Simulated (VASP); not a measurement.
These are revPBE GGA, VASP's PBE PAW potentials (set 64) (plane waves; VASP) values and carry that method's errors.

The input files of a VASP run:

POSCAR:
```
Lu
1
    1.7500000000    -3.0310890000     0.0000000000
    1.7500000000     3.0310890000     0.0000000000
    0.0000000000     0.0000000000     5.5500000000
Lu
2
Direct
  0.3333330000   0.6666670000   0.2500000000
  0.6666670000   0.3333330000   0.7500000000
```

KPOINTS:
```
Automatic mesh
0
Gamma
11 11 6
0 0 0
```

### INCAR
```
! general
SYSTEM   =  Lu
PREC     =  Accurate
ENCUT    =  520
LREAL    =  .FALSE.   ! projection in real space or not
LASPH    =  .TRUE.   ! aspherical one-centre terms

! electronic loop
EDIFF    =  1E-6   ! SCF stop (eV)
NELM     =  100
ALGO     =  Normal   ! blocked Davidson
LMAXMIX  =  6   ! l cut-off of mixed one-centre charges

! smearing
ISMEAR   =  1   ! Methfessel-Paxton
SIGMA    =  0.1   ! width (eV)

! functional
GGA      =  RE

! ions
IBRION   =  2
NSW      =  60
ISIF     =  3
EDIFFG   =  -0.01   ! ionic stop

! output
LWAVE    =  .FALSE.
LCHARG   =  .FALSE.
```

POTCAR, in this order: Lu_3 (PBE.64 set). Program: vasp_std.

The resulting files:

File OSZICAR:
```
       N       E                     dE             d eps       ncg     rms          rms(c)
DAV:   1     0.459049952168E+02    0.45905E+02   -0.87866E+03  2904   0.150E+03
DAV:   2    -0.592454615956E+01   -0.51830E+02   -0.50094E+02  2873   0.728E+02
DAV:   3    -0.824117026280E+01   -0.23166E+01   -0.22237E+01  2996   0.640E+01
DAV:   4    -0.835573049463E+01   -0.11456E+00   -0.10800E+00  3074   0.102E+01
DAV:   5    -0.835934709240E+01   -0.36166E-02   -0.36078E-02  2892   0.179E+00    0.253E+01
DAV:   6    -0.835201461657E+01    0.73325E-02   -0.35575E-02  2784   0.435E+00    0.150E+01
DAV:   7    -0.836329519390E+01   -0.11281E-01   -0.67169E-02  2698   0.578E+00    0.399E-01
DAV:   8    -0.836331156266E+01   -0.16369E-04   -0.45983E-03  2734   0.975E-01    0.126E-01
DAV:   9    -0.836332802582E+01   -0.16463E-04   -0.22882E-04  2864   0.254E-01    0.314E-02
DAV:  10    -0.836332378578E+01    0.42400E-05   -0.25459E-05  2811   0.856E-02    0.367E-02
DAV:  11    -0.836332441323E+01   -0.62745E-06   -0.94398E-07  1587   0.218E-02
   1 F= -.83633244E+01 E0= -.83642629E+01  d E =-.836332E+01
       N       E                     dE             d eps       ncg     rms          rms(c)
DAV:   1    -0.844426313784E+01   -0.80939E-01   -0.24487E+00  1917   0.444E+01    0.206E+00
DAV:   2    -0.840035149171E+01    0.43912E-01   -0.18877E-01  2632   0.765E+00    0.831E-01
DAV:   3    -0.837330874647E+01    0.27043E-01   -0.42863E-02  2559   0.454E+00    0.274E-01
DAV:   4    -0.837202155113E+01    0.12872E-02   -0.67403E-03  2810   0.154E+00    0.167E-01
DAV:   5    -0.837209801237E+01   -0.76461E-04   -0.50399E-04  2943   0.398E-01    0.167E-02
DAV:   6    -0.837209444462E+01    0.35678E-05   -0.30961E-05  2929   0.110E-01    0.831E-03
DAV:   7    -0.837209543041E+01   -0.98580E-06   -0.14079E-06  1521   0.239E-02
   2 F= -.83720954E+01 E0= -.83728454E+01  d E =-.877102E-02
       N       E                     dE             d eps       ncg     rms          rms(c)
DAV:   1    -0.837394456150E+01   -0.18501E-02   -0.54951E-02  1913   0.671E+00    0.296E-01
DAV:   2    -0.837298445238E+01    0.96011E-03   -0.41026E-03  2500   0.103E+00    0.122E-01
DAV:   3    -0.837239642874E+01    0.58802E-03   -0.92766E-04  2572   0.672E-01    0.401E-02
DAV:   4    -0.837237282189E+01    0.23607E-04   -0.13604E-04  2755   0.216E-01    0.245E-02
DAV:   5    -0.837237622602E+01   -0.34041E-05   -0.98580E-06  2816   0.579E-02    0.230E-03
DAV:   6    -0.837237593773E+01    0.28829E-06   -0.28060E-07  1097   0.166E-02
   3 F= -.83723759E+01 E0= -.83731638E+01  d E =-.905152E-02
       N       E                     dE             d eps       ncg     rms          rms(c)
DAV:   1    -0.837239295137E+01   -0.16725E-04   -0.69628E-04  1918   0.765E-01    0.345E-02
DAV:   2    -0.837238116520E+01    0.11786E-04   -0.54332E-05  2536   0.117E-01    0.140E-02
DAV:   3    -0.837237356162E+01    0.76036E-05   -0.11539E-05  2575   0.748E-02    0.460E-03
DAV:   4    -0.837237315218E+01    0.40944E-06   -0.87330E-07  1005   0.259E-02
   4 F= -.83723732E+01 E0= -.83731652E+01  d E =-.904874E-02
       N       E                     dE             d eps       ncg     rms          rms(c)
DAV:   1    -0.837336563290E+01   -0.99207E-03   -0.33666E-02  2440   0.330E+00    0.156E-01
DAV:   2    -0.837291477381E+01    0.45086E-03   -0.12188E-03  2734   0.520E-01    0.819E-02
DAV:   3    -0.837264966469E+01    0.26511E-03   -0.32380E-04  3172   0.322E-01    0.316E-02
DAV:   4    -0.837264877443E+01    0.89025E-06   -0.38514E-05  2832   0.695E-02    0.215E-02
DAV:   5    -0.837264974264E+01   -0.96821E-06   -0.96225E-07  1157   0.290E-02
   5 F= -.83726497E+01 E0= -.83734807E+01  d E =-.276590E-03
       N       E                     dE             d eps       ncg     rms          rms(c)
DAV:   1    -0.837272483135E+01   -0.76057E-04   -0.30559E-03  2453   0.100E+00    0.477E-02
DAV:   2    -0.837268331934E+01    0.41512E-04   -0.10902E-04  2758   0.159E-01    0.247E-02
DAV:   3    -0.837265921961E+01    0.24100E-04   -0.30293E-05  3150   0.992E-02    0.918E-03
DAV:   4    -0.837265916215E+01    0.57463E-07   -0.28466E-06  1460   0.211E-02
   6 F= -.83726592E+01 E0= -.83734948E+01  d E =-.286010E-03
```

File OUTCAR:
```
------------------------ aborting loop because EDIFF is reached ----------------------------------------
  FORCE on cell =-STRESS in cart. coord.  units (eV):
  Direction    XX          YY          ZZ          XY          YZ          ZX
  --------------------------------------------------------------------------------------
  Total        0.0084961      0.0084961      0.0087625      0.0000000      0.0000000      0.0000000
  in kB        0.2249024      0.2249024      0.2319536      0.0000000      0.0000000      0.0000000
  external PRESSURE =       0.2272528 kB  Pullay stress =       0.0000000 kB
  volume of cell :       60.53
      direct lattice vectors                 reciprocal lattice vectors
     1.775009072 -3.074405987 -0.000000000     0.281688701 -0.162633043  0.000000000
     1.775009072  3.074405987  0.000000000     0.281688701  0.162633043 -0.000000000
     0.000000000  0.000000000  5.545569318     0.000000000 -0.000000000  0.180324137
 POSITION                                       TOTAL-FORCE (eV/Angst)
 -----------------------------------------------------------------------------------
      1.77501      1.02480      1.38639         0.000000      0.000000      0.000000
      1.77501     -1.02480      4.15918         0.000000     -0.000000      0.000000
 -----------------------------------------------------------------------------------
    total drift:                                0.000002      0.000072     -0.000012
  FREE ENERGIE OF THE ION-ELECTRON SYSTEM (eV)
  ---------------------------------------------------
  free  energy   TOTEN  =        -8.3726591621 eV

  energy  without entropy=       -8.3751661478  energy(sigma->0) =       -8.37349482

 reached required accuracy - stopping structural energy minimisation
```
(Selected blocks of OUTCAR.)

### CONTCAR
```
Lu
   1.00000000000000
     1.7750090720441074   -3.0744059871554237   -0.0000000000000000
     1.7750090720441074    3.0744059871554237    0.0000000000000000
     0.0000000000000000    0.0000000000000000    5.5455693179729169
  Lu
     2
Direct
     0.3333330000000032    0.6666669999999968    0.2500000000000000
     0.6666669999999968    0.3333330000000032    0.7500000000000000
```

Energy and stress use the plane-wave basis of the starting cell.

The compound is Lu in the hcp structure. This run relaxes it. Symmetry was kept, so distortions that lower it aren't found.
